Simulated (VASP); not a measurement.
Level of theory: PBEsol GGA, VASP's PBE PAW potentials (set 64) (plane waves; VASP 6.6.1).

A VASP calculation is set up with these files.

### POSCAR
```
Ti3ZrC4
1
   -0.0000000000     2.2020378286     2.2020378286
    2.2020378286     0.0000000000     2.2020378286
    8.7819895899     8.7819895899     0.0261617246
Zr C Ti
1 4 3
Direct
  0.0000000000   0.0000000000   0.0000000000
  0.4823653488   0.4823653488   0.1382259884
  0.4941615755   0.4941615755   0.3793788184
  0.5058384245   0.5058384245   0.6206211816
  0.5176346512   0.5176346512   0.8617740116
  0.9886709042   0.9886709042   0.2584968219
  0.0000000000   0.0000000000   0.5000000000
  0.0113290958   0.0113290958   0.7415031781
```

KPOINTS:
```
Automatic mesh
0
Gamma
11 11 3
0 0 0
```

**INCAR**
```
ALGO  =  Normal
EDIFF  =  1E-6
EDIFFG  =  -0.02
ENCUT  =  520
GGA  =  PS
IBRION  =  2
ISIF  =  3
ISMEAR  =  1
LASPH  =  .True.
LCHARG  =  .False.
LMAXMIX  =  4
LREAL  =  .False.
LWAVE  =  .False.
NELM  =  100
NSW  =  60
PREC  =  Accurate
SIGMA  =  0.1
SYSTEM  =  Ti3ZrC4
```

POTCAR, in this order: Zr_sv C Ti_sv (PBE.64 set). Program: vasp_std.

Q: What does the run give for the energy per atom (σ→0), band gap (on the k-mesh)?

A: 
The energy per atom (σ→0) comes out as -9.948 eV/atom and the band gap (on the k-mesh) is none (metal, semimetal or under 0.01 eV).

### OSZICAR
```
...
DAV:  10    -0.795853872100E+02    0.25690E-01   -0.20094E-01 10888   0.409E+00    0.971E-01
DAV:  11    -0.795863358232E+02   -0.94861E-03   -0.14089E-01 10890   0.297E+00    0.492E-01
DAV:  12    -0.795840080627E+02    0.23278E-02   -0.18981E-02 11824   0.112E+00    0.273E-01
DAV:  13    -0.795829399229E+02    0.10681E-02   -0.90345E-03 11050   0.591E-01    0.355E-02
DAV:  14    -0.795829999723E+02   -0.60049E-04   -0.70624E-04 10890   0.156E-01    0.245E-02
DAV:  15    -0.795830007938E+02   -0.82155E-06   -0.35654E-05 11736   0.430E-02    0.177E-02
DAV:  16    -0.795830004917E+02    0.30210E-06   -0.96731E-06  9888   0.200E-02
   1 F= -.79583000E+02 E0= -.79583233E+02  d E =-.795830E+02
```

The structure was generated: Ti3ZrC4 was put into an ordered model structure (R-3m), which need not be its known phase. It was relaxed first. The start is the result of an earlier pass.
